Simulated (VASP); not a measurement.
Data:

```
CELL_PARAMETERS angstrom
      3.95381     0.00000     0.00000
     -1.97690     3.42410     0.00000
      0.00000     0.00000     5.03509
ATOMIC_POSITIONS crystal
  Si 0.33333 0.66667 0.19772
  Si 0.66667 0.33333 0.80228
  Rh 0.33333 0.66667 0.67338
  Rh 0.66667 0.33333 0.32662
  Rh 0.00000 0.00000 0.00000
```

Calculation: PBEsol GGA, VASP's PBE PAW potentials (set 64) (plane waves; VASP). Settings: 400 eV cut-off, Gaussian smearing of 0.050 eV, potentials Si Rh_pv.

Q: What does the run give for the band gap (along the path) with the smallest direct gap where there is one?

A: 
```
Property                                                     Result
-------------------------  ----------------------------------------
band gap (along the path)  none (metal, semimetal or under 0.01 eV)
```

The structure comes from a computed database's Si2Rh3 entry (P-3m1); how it stands against other phases isn't given here. It was relaxed first. The electron count is odd and the run is not spin-polarised, which forces a metal.
